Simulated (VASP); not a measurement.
Here is the system:

```
CELL_PARAMETERS angstrom
      0.00000     2.05452     2.05452
      2.05452     0.00000     2.05452
      2.05452     2.05452     0.00000
ATOMIC_POSITIONS crystal
  Li 0.00000 0.00000 0.00000
  F  0.50000 0.50000 0.50000
```

Level of theory: rev-vdW-DF2, VASP's PBE PAW potentials (set 64) (plane waves; VASP). Settings: 520 eV cut-off, 11×11×11 Γ-centred mesh, Gaussian smearing of 0.050 eV, potentials Li_sv F.

### Question
Estimate the energy per atom (σ→0), pressure, band gap (on the k-mesh) with the smallest direct gap where there is one.

### Answer

The band gap (on the k-mesh) is 8.63 eV and the smallest direct gap (on the k-mesh) is 8.63 eV. The energy per atom (σ→0) comes out as -3.699 eV/atom and the pressure is -3.86 GPa.

The absolute energy has meaning only against runs of the same code, potentials and settings.

The compound is LiF in the rock salt structure. This cell is one point of a volume scan, at 1.06 of the reference volume.
